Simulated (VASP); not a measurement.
Here is the system:

```
CELL_PARAMETERS angstrom
     -1.89689     1.89689     4.78758
      1.89689    -1.89689     4.78758
      1.89689     1.89689    -4.78758
ATOMIC_POSITIONS crystal
  Ti 0.75000 0.25000 0.50000
  Ti 0.00000 0.00000 0.00000
  O  0.54165 0.04165 0.50000
  O  0.79165 0.79165 0.00000
  O  0.20835 0.20835 0.00000
  O  0.95835 0.45835 0.50000
```

Level of theory: optB86b-vdW, VASP's PBE PAW potentials (set 64) (plane waves; VASP 6.6.1). Numerical set-up: 520 eV cut-off, Gaussian smearing of 0.050 eV, potentials Ti_sv O.

Problem. What does the run give for the band gap (along the path) with the smallest direct gap where there is one?

Solution. 
```
Item                                    Value
------------------------------------  -------
band gap (along the path)             2.05 eV
smallest direct gap (along the path)  2.41 eV
```

Only differences to runs with the same potentials and settings are physical.

The compound is TiO2 in the anatase structure, one of several forms; rutile is the usual stable one. It was relaxed first.
